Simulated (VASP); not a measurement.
# HfNbSe4 (P4/mmm) in VASP: single point with PBE

Aim: the single point of HfNbSe4 with PBE.

Everything below comes from runs of VASP 6.6.1. Logs are shortened: lines on timing, memory, paths and dates and some standing lists are left out, and cuts for length are marked.

### Step 1. The cell of the first run

Symmetry: P4/mmm, No. 123, tetragonal system. Conventional cell: a = 4.596 Å, b = 4.596 Å, c = 6.634 Å, α = 90.00°, β = 90.00°, γ = 90.00°. Hf (site symmetry 4/mmm) has 8 Se at 2.77 Å as nearest neighbours. Nb (site symmetry 4/mmm) has 8 Se at 2.90 Å as nearest neighbours. Around Se (site symmetry 2mm) lie 2 Hf at 2.77 Å and 2 Nb at 2.90 Å and 1 Se at 3.11 Å.

The cell was built by a generator and needn't be a form met in nature.

### Step 2. Single point, PBE (species swapped into the CaSnF4 type (P4/mmm, No. 123))

Contents of INCAR:

```
  PREC = Accurate
  ENCUT = 520
  EDIFF = 1E-6
  ISMEAR = 0
  SIGMA = 0.1
  LREAL = F
  LASPH = T
  NELM = 100
  ALGO = Fast
  ISIF = 2
  LWAVE = F
  LCHARG = T
  GGA = PE
  LELF = T
  LVHAR = T
  NBANDS = 32
```

Contents of KPOINTS:

```
regular mesh
0
Gamma
  4 4 4
```

Contents of POSCAR:

```
HfNbSe4
1.0
    4.5955620900      0.0000000000      0.0000000000
    0.0000000000      4.5955620900      0.0000000000
    0.0000000000      0.0000000000      6.6335812900
Hf Nb Se
1 1 4
Direct
    0.0000000000      0.0000000000      0.5000000000
    0.5000000000      0.5000000000      0.0000000000
    0.5000000000      0.0000000000      0.2657380100
    0.5000000000      0.0000000000      0.7342619900
    0.0000000000      0.5000000000      0.7342619900
    0.0000000000      0.5000000000      0.2657380100
```

Potentials or basis: VASP PAW PBE potentials, release 64 (Hf_pv, Nb_sv, Se).

The run is started by

```sh
> cat potpaw_PBE.64/Hf_pv/POTCAR potpaw_PBE.64/Nb_sv/POTCAR potpaw_PBE.64/Se/POTCAR > POTCAR
> mpirun -np 1 vasp_std > vasp.out
```

OUTCAR:

```text
PREC = Accurate
   ENCUT = 520
   EDIFF = 1E-6
   ISMEAR = 0
   LREAL = F
   LASPH = T
   NELM = 100
   ISIF = 2
   GGA = PE

 ion  position               nearest neighbor table
   1  0.000  0.000  0.500-   3 2.77   4 2.77   5 2.77   6 2.77   5 2.77   6 2.77   3 2.77   4 2.77

   2  0.500  0.500  0.000-   3 2.90   4 2.90   5 2.90   6 2.90   3 2.90   4 2.90   5 2.90   6 2.90

   3  0.500  0.000  0.266-   1 2.77   1 2.77   2 2.90   2 2.90
   4  0.500  0.000  0.734-   1 2.77   1 2.77   2 2.90   2 2.90
   5  0.000  0.500  0.734-   1 2.77   1 2.77   2 2.90   2 2.90
   6  0.000  0.500  0.266-   1 2.77   1 2.77   2 2.90   2 2.90

  LATTYP: Found a simple tetragonal cell.
 ALAT       =     4.5955620900
 C/A-ratio  =     1.4434755009

  Lattice vectors:

 A1 = (   4.5955620900,   0.0000000000,   0.0000000000)
 A2 = (   0.0000000000,   4.5955620900,   0.0000000000)
 A3 = (   0.0000000000,   0.0000000000,   6.6335812900)

Analysis of symmetry for initial positions (statically):
=====================================================================
 Subroutine PRICEL returns:
 Original cell was already a primitive cell.

 Routine SETGRP: Setting up the symmetry group for a
 simple tetragonal supercell.

 Subroutine GETGRP returns: Found 16 space group operations
 (whereof 16 operations were pure point group operations)
 out of a pool of 16 trial point group operations.

The static configuration has the point symmetry D_4h.

Analysis of symmetry for dynamics (positions and initial velocities):
=====================================================================
 Subroutine PRICEL returns:
 Original cell was already a primitive cell.

 Routine SETGRP: Setting up the symmetry group for a
 simple tetragonal supercell.

 Subroutine GETGRP returns: Found 16 space group operations
 (whereof 16 operations were pure point group operations)
 out of a pool of 16 trial point group operations.

The dynamic configuration has the point symmetry D_4h.

 Subroutine INISYM returns: Found 16 space group operations
 (whereof 16 operations are pure point group operations),
 and found     1 'primitive' translations

----------------------------------------------------------------------------------------

                                     Primitive cell

  volume of cell :     140.0959

  direct lattice vectors                    reciprocal lattice vectors
[... 92 lines left out ...]
   IBRION =     -1    ionic relax: 0-MD 1-quasi-New 2-CG
   NFREE  =      0    steps in history (QN), initial steepest desc. (CG)
   ISIF   =      2    stress and relaxation
   ISYM   =      2    0-nonsym 1-usesym 2-fastsym
   POTIM  = 0.5000    time-step for ionic-motion
   TEBEG  =    0.0;   TEEND  =   0.0 temperature during run
   PSTRESS=    0.0 pullay stress
   NELECT =      47.0000    total number of electrons
   NUPDOWN=      -1.0000    fix difference up-down
   EMIN   =  10.00;   EMAX   =-10.00  energy-range for DOS
   EFERMI =   0.00;   METHOD = LEGACY
   ISMEAR =     0;   SIGMA  =   0.10  broadening in eV -4-tet -1-fermi 0-gaus
   EFERMI_NEDOS =   21; number of points for ismear=-14 and -15
   IALGO  =     68    algorithm
   IMIX   =      4    mixing-type and parameters
     AMIX     =   0.40;   BMIX     =  1.00
     AMIX_MAG =   1.60;   BMIX_MAG =  1.00
  volume/ion in A,a.u.               =      23.35       157.57
  Fermi-wavevector in a.u.,A,eV,Ry     =   1.137537  2.149634 17.605820  1.293991
  Thomas-Fermi vector in A             =   2.274242
   LORBIT       =      0    0 simple, 1 ext, 2 COOP (PROOUT), +10 PAW based schemes
   GGA     = PE    functional components
   LHFCALC =     F    Hartree Fock is set to
   AEXX    =    0.0000 exact exchange contribution
   IVDW    =     0    specifies the selected vdW correction
   LEPSILON=     F    determine dielectric tensor
   LRPA    =     F    only Hartree local field effects (RPA)
 non-spin polarized calculation
 RMM-DIIS sequential band-by-band and
 Gauss-broadening in eV      SIGMA  =   0.10
  energy-cutoff  :      520.00
  volume of cell :      140.10
 maximum number of plane-waves:      3794
 NGX is ok and might be reduce to    36
   NGX = 17   NGY = 17   NGZ = 25

 number of electron      47.0000006 magnetization

 Free energy of the ion-electron system (eV)
  ---------------------------------------------------
  ext. energy  EPLUGINS =         0.00000000
  ---------------------------------------------------
  free energy    TOTEN  =       -37.53389544 eV

  energy without entropy =      -37.49627198  energy(sigma->0) =      -37.51508371

 E-fermi :   5.2934     XC(G=0): -10.0144

 val. band max:        5.2766483705   @ k =   0.2500   0.2500   0.5000
 cond. band min:       5.3102592421   @ k =   0.5000   0.0000   0.5000
 fundamental gap:      0.0336108716
 Fermi energy:         5.2934330188

 k-point     1 :       0.0000    0.0000    0.0000
  band No.  band energies     occupation
      1     -50.7166      2.00000
      2     -26.7715      2.00000
      3     -26.6875      2.00000
      4     -26.6875      2.00000
      5     -26.6757      2.00000
      6     -26.6524      2.00000
[... 619 lines left out ...]
     31       7.9537      0.00000
     32       8.1751      0.00000

------------------------ aborting loop because EDIFF is reached ----------------------------------------

  FORCE on cell =-STRESS in cart. coord.  units (eV):
  Direction    XX          YY          ZZ          XY          YZ          ZX
  --------------------------------------------------------------------------------------
  -------------------------------------------------------------------------------------
  Total       -1.3261649     -1.3261649     -2.9167684      0.0000000      0.0000000      0.0000000
  in kB      -15.1664093    -15.1664093    -33.3570163      0.0000000      0.0000000      0.0000000
  external PRESSURE =     -21.2299450 kB  Pullay stress =       0.0000000 kB

 VOLUME and BASIS-vectors are now :
 -----------------------------------------------------------------------------
  energy-cutoff  :      520.00
  volume of cell :      140.10
      direct lattice vectors                 reciprocal lattice vectors
     4.595562090  0.000000000  0.000000000     0.217601238  0.000000000  0.000000000
     0.000000000  4.595562090  0.000000000     0.000000000  0.217601238  0.000000000
     0.000000000  0.000000000  6.633581290     0.000000000  0.000000000  0.150748134

 POSITION                                       TOTAL-FORCE (eV/Angst)
 -----------------------------------------------------------------------------------
      0.00000      0.00000      3.31679        -0.000000     -0.000000      0.000000
      2.29778      2.29778      0.00000        -0.000000     -0.000000      0.000000
      2.29778      0.00000      1.76279         0.000000     -0.000000     -1.368096
      2.29778      0.00000      4.87079        -0.000000     -0.000000      1.368096
      0.00000      2.29778      4.87079         0.000000      0.000000      1.368096
      0.00000      2.29778      1.76279        -0.000000      0.000000     -1.368096
 -----------------------------------------------------------------------------------
    total drift:                                0.000000      0.000000      0.000000

  FREE ENERGIE OF THE ION-ELECTRON SYSTEM (eV)
  ---------------------------------------------------
  free  energy   TOTEN  =       -37.5338954399 eV

  energy  without entropy=      -37.4962719795  energy(sigma->0) =      -37.51508371
```

OSZICAR:

```text
N       E                     dE             d eps       ncg     rms          rms(c)
DAV:   1     0.329834114045E+03    0.32983E+03   -0.22624E+04  1176   0.132E+03
DAV:   2    -0.130181830858E+02   -0.34285E+03   -0.32809E+03  1488   0.373E+02
DAV:   3    -0.398575850249E+02   -0.26839E+02   -0.26093E+02  1776   0.837E+01
[... 20 lines left out ...]
RMM:  24    -0.375338897184E+02   -0.29484E-05   -0.33566E-05  1544   0.253E-02    0.760E-03
RMM:  25    -0.375338924281E+02   -0.27097E-05   -0.24674E-05  1292   0.181E-02    0.339E-03
RMM:  26    -0.375338937443E+02   -0.13162E-05   -0.12818E-05  1186   0.124E-02    0.252E-03
RMM:  27    -0.375338947759E+02   -0.10317E-05   -0.93515E-06  1091   0.964E-03    0.129E-03
RMM:  28    -0.375338954399E+02   -0.66393E-06   -0.57484E-06  1063   0.878E-03
   1 F= -.37533895E+02 E0= -.37515084E+02  d E =-.376235E-01
```

stdout:

```text
POSCAR found type information on POSCAR HfNbSe
 POSCAR found :  3 types and       6 ions
 scaLAPACK will be used
 LDA part: xc-table for (Slater+PW92), standard interpolation
 POSCAR, INCAR and KPOINTS ok, starting setup
 FFT: planning ... GRIDC
 FFT: planning ... GRID_SOFT
 FFT: planning ... GRID
 WAVECAR not read
 entering main loop
```

Run time: 73 s. Hardware: 1 thread of Intel Xeon 6975P-C (Granite Rapids), shared host; peak memory 0.29 GiB.

Results:

```yaml
Free_energy: -37.5339 eV
Pressure: -2.1 GPa
Largest_force: 1.368 eV/Å
Band_gap_on_the_k_mesh: none (metal or under the smearing width)
```

Forces on the atoms (eV/Å):
```
Hf   0.000  0.000  0.000
Nb   0.000  0.000  0.000
Se   0.000  0.000 -1.368
Se   0.000  0.000  1.368
Se   0.000  0.000  1.368
Se   0.000  0.000 -1.368
```

Caveat: forces of over 1 eV/Å show positions far from the minimum, so gaps and moduli don't describe the material at rest. Spin-orbit coupling is left out, which matters for the levels of Hf.
